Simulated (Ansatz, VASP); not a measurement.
# Sn9Ge55 (Ge0.86Sn0.14, diamond): VASP beside Ansatz, part 2 of 2

Aim: how closely do two programs agree when they are given the same cell, functional and k mesh? The cell is invented: As first built, before any earlier steps moved the atoms (in the runner's words): 2x2x2 conventional cells of the Ge type (64 atoms: 55 Ge, 9 Sn); Ge/Sn share their sites, the best of 600 random draws by like-pair counts in two shells; start lattice by linear mixing of the end members' cells; atoms moved at random by 0.02 A. It may not be a known or stable phase. The structure shown is the end of the Ansatz relaxation below.

VASP 6.6.1 and Ansatz 0.2.0.

So far: The structure; Ansatz: relaxation, PBE.

### 3. VASP: single point, PBE

Level of this step: PBE; plane waves and PAW (Ge_d, Sn_d); invented cell (VASP).

The same cell, functional, mesh and smearing now go to VASP, with its own data sets.

Lines of VASP's logs that name or quote its potential files are left out, and so is its time.

INCAR reads:

```
SYSTEM = Sn9Ge55
PREC = Accurate
ENCUT = 410
EDIFF = 1E-06
NELM = 120
ISMEAR = -1
SIGMA = 0.01
LREAL = Auto
ALGO = Normal
GGA = PE
NBANDS = 520
LORBIT = 11
LWAVE = .FALSE.
LCHARG = .FALSE.
ISIF = 2
ISYM = 0
LASPH = .TRUE.
GGA_COMPAT = .FALSE.
EFERMI = MIDGAP
KPAR = 4
```

POSCAR reads:

```
Sn9Ge55
1.0
   11.7734430000     -0.0013210000     -0.0011070000
   -0.0013210000     11.7768530000     -0.0000930000
   -0.0011070000     -0.0000930000     11.7731670000
Ge Sn
55 9
Direct
    0.9986600000      0.9999600000      0.2505700000
    0.1264200000      0.3731900000      0.1253500000
    0.0015200000      0.2457300000      0.0013200000
    0.1231300000      0.1249400000      0.3751800000
    0.2424300000      0.0058000000      0.0069700000
    0.3748700000      0.3749900000      0.3757100000
    0.2491700000      0.2499200000      0.2529100000
    0.3679100000      0.1217200000      0.1321200000
    0.0010000000      0.0021200000      0.7495400000
    0.1306300000      0.3689900000      0.6170900000
    0.0016100000      0.2464000000      0.4983300000
    0.1235700000      0.1249200000      0.8755200000
    0.2439000000      0.0063000000      0.5059500000
    0.3587900000      0.3740100000      0.8759100000
    0.2471000000      0.2469600000      0.7492900000
    0.3750000000      0.1269600000      0.6250800000
    0.0085400000      0.4925800000      0.2559300000
    0.1225100000      0.8774900000      0.1254100000
    0.0067000000      0.7603300000      0.9940600000
    0.1241300000      0.6219400000      0.3758700000
    0.2473000000      0.5016000000      0.0024600000
    0.2420800000      0.7437000000      0.2449300000
    0.3726000000      0.6213100000      0.1273500000
    0.1218300000      0.8770200000      0.6245800000
    0.0014800000      0.7542400000      0.4960300000
    0.1306200000      0.6311200000      0.8794100000
    0.2498000000      0.4993400000      0.4953600000
    0.2450600000      0.7479100000      0.7427000000
    0.3665800000      0.6281700000      0.6153100000
    0.5046200000      0.0069400000      0.2467700000
    0.6217600000      0.3714600000      0.1412500000
    0.6267400000      0.1253600000      0.3750900000
    0.7525700000      0.9983900000      0.9988100000
    0.8830500000      0.3670400000      0.3710100000
    0.7526300000      0.2465000000      0.2530200000
    0.8747400000      0.1233600000      0.1248400000
    0.5062000000      0.0041600000      0.7419900000
    0.6257200000      0.3602000000      0.6235800000
    0.4987000000      0.2465000000      0.4970500000
    0.6320700000      0.1185700000      0.8690800000
    0.7513700000      0.0017600000      0.4981400000
    0.8770300000      0.3577400000      0.8721600000
    0.7534400000      0.2406500000      0.7464600000
    0.8777800000      0.1226300000      0.6221400000
    0.4959800000      0.5013000000      0.2537800000
    0.6262500000      0.8811100000      0.1273500000
    0.4979300000      0.7537500000      0.0156000000
    0.6177100000      0.6309200000      0.3715700000
    0.8744300000      0.8787000000      0.3760400000
    0.7441000000      0.7601100000      0.2568300000
    0.6281400000      0.8786100000      0.6209800000
    0.5028200000      0.7482500000      0.5049100000
    0.8792000000      0.8810800000      0.8733700000
    0.7578100000      0.7648400000      0.7443000000
    0.8768800000      0.6385200000      0.6228100000
    0.3733700000      0.8761700000      0.3746400000
    0.0020900000      0.4996800000      0.7496700000
    0.3737600000      0.8784600000      0.8754100000
    0.4971100000      0.2470100000      0.0002900000
    0.7518700000      0.4870100000      0.0028000000
    0.8834400000      0.6321200000      0.1325500000
    0.4901400000      0.4944900000      0.7427700000
    0.6255000000      0.6371000000      0.8734900000
    0.7509800000      0.4995500000      0.4966800000
```

KPOINTS reads:

```
Points of the shifted mesh
8
Reciprocal
 0.2500000000  0.2500000000  0.2500000000 1
 0.2500000000  0.2500000000  0.7500000000 1
 0.2500000000  0.7500000000  0.2500000000 1
 0.2500000000  0.7500000000  0.7500000000 1
 0.7500000000  0.2500000000  0.2500000000 1
 0.7500000000  0.2500000000  0.7500000000 1
 0.7500000000  0.7500000000  0.2500000000 1
 0.7500000000  0.7500000000  0.7500000000 1
```

The projector-augmented-wave data sets are Ge_d and Sn_d (PBE family, release 64).

On the command line:

```bash
mpirun -np 8 vasp_std
```

Numbers of over 12 decimals in the logs are rounded to 6 here.

Output:

```text
[banner, memory and clock lines left out]
running    8 mpi-ranks, on    1 nodes
[...]
|                                                                             |
|           W    W    AA    RRRRR   N    N  II  N    N   GGGG   !!!           |
|           W    W   A  A   R    R  NN   N  II  NN   N  G    G  !!!           |
|           W    W  A    A  R    R  N N  N  II  N N  N  G       !!!           |
|           W WW W  AAAAAA  RRRRR   N  N N  II  N  N N  G  GGG   !            |
|           WW  WW  A    A  R   R   N   NN  II  N   NN  G    G                |
|           W    W  A    A  R    R  N    N  II  N    N   GGGG   !!!           |
|                                                                             |
|     For optimal performance we recommend to set                             |
|       NCORE = 2 up to number-of-cores-per-socket                            |
|     NCORE specifies how many cores store one orbital (NPAR=cpu/NCORE).      |
|     This setting can greatly improve the performance of VASP for DFT.       |
|     The default, NCORE=1 might be grossly inefficient on modern             |
|     multi-core architectures or massively parallel machines. Do your        |
|     Unfortunately you need to use the default for GW and RPA                |
|     calculations (for HF NCORE is supported but not extensively tested      |
|     yet).                                                                   |
|                                                                             |

 LDA part: xc-table for (Slater+PW92), standard interpolation
 POSCAR, INCAR and KPOINTS ok, starting setup
[...]
entering main loop
       N       E                     dE             d eps       ncg     rms          rms(c)
DAV:   1     0.148614823120E+05    0.14861E+05   -0.30800E+05  8848   0.394E+03
DAV:   2     0.345026826348E+04   -0.11411E+05   -0.11061E+05  8320   0.985E+02
DAV:   3     0.272292981372E+03   -0.31780E+04   -0.30412E+04  8400   0.298E+02
DAV:   4    -0.243205540434E+03   -0.51550E+03   -0.48516E+03  9280   0.120E+02
[...]
DAV:  16    -0.281022843013E+03   -0.68895E-05   -0.59253E-05  9768   0.235E-02    0.297E-03
DAV:  17    -0.281022845289E+03   -0.22762E-05   -0.19283E-05  7008   0.258E-02    0.231E-03
DAV:  18    -0.281022845381E+03   -0.91881E-07   -0.11514E-06  4736   0.136E-02
   1 F= -.28102285E+03 E0= -.28102284E+03  d E =-.210499E-05
```

OUTCAR, selected parts (step 3):

```text
  Total       -3.3801626     -3.0084936     -3.3565673      0.0330008     -0.1295194     -0.2618116
  in kB       -3.3175856     -2.9527973     -3.2944271      0.0323899     -0.1271216     -0.2569647
  external PRESSURE =      -3.1882700 kB  Pullay stress =       0.0000000 kB

 POSITION                                       TOTAL-FORCE (eV/Angst)
 -----------------------------------------------------------------------------------
     11.75607     11.77504      2.94880        -0.001042     -0.007404      0.001369
      1.48777      4.39483      1.47559        -0.001902      0.007714     -0.002435
      0.01757      2.89392      0.01552         0.002411     -0.004268     -0.006270
      1.44908      1.47120      4.41691         0.000491      0.002257      0.003705
      2.85422      0.06798      0.08179         0.001205     -0.001145      0.004321
      4.41260      4.41567      4.42285         0.002703      0.008259     -0.001549
      2.93298      2.94292      2.97725         0.002362     -0.009632      0.001144
      4.33126      1.43298      1.55505         0.005425      0.001858     -0.007062
      0.01094      0.02490      8.82446        -0.005434      0.002792      0.008687
      1.53679      4.34531      7.26492         0.002225      0.005171     -0.000374
      0.01808      2.90177      5.86690        -0.002467     -0.007233     -0.000653
      1.45371      1.47092     10.30749         0.004060     -0.003820      0.002723
      2.87097      0.07382      5.95636         0.004630     -0.005786     -0.002744
      4.22273      4.40411     10.31180         0.004539     -0.003496      0.003493
[...]
-----------------------------------------------------------------------------------
    total drift:                                0.003382      0.000946     -0.004669

  FREE ENERGIE OF THE ION-ELECTRON SYSTEM (eV)
  ---------------------------------------------------
  free  energy   TOTEN  =      -281.0228453813 eV

  energy  without entropy=     -281.0228432763  energy(sigma->0) =     -281.02284433

[... 2 further parts left out ...]
```

The run ends at a pressure of -0.32 GPa, with forces up to 0.014 eV/Å.

### 4. Side by side

Known differences besides the potentials themselves: the cutoff is 420 eV in Ansatz and 410 eV in VASP (PREC = Accurate, projectors in real space). Total energies have different zeros and are not compared.

The two programs side by side:

| quantity | Ansatz | VASP | difference |
| --- | --- | --- | --- |
| gap on the k mesh (eV) | 0.228 | 0.229 | -0.001 |

A gap on the mesh is an upper bound, since the band edges may lie between its points.

### 5. Outcome

```json
{"difference in gap on the k mesh (single point, PBE)": "-0.0012 eV"}
```

What this shows: The difference in gap on the k mesh is -0.0012 eV (single point, PBE), within the 0.08 eV picked in this series as the mark of a large difference. Such differences can come from data sets, numerical settings and the points named under the comparisons, not from the functional's error against experiment.

[Lines on the potential files, build, host, timing and source positions are cut from VASP's logs without a mark.]

[Logs are printed without paths, hosts, clocks, repeated set-up lines and the standing remarks that a program may print on its own settings, such as how far it seeks lower states.]

[Hosts, paths, dates, database ids (printed as entryN), source tags and the programs' standing remarks are cut or masked in the printed files.]
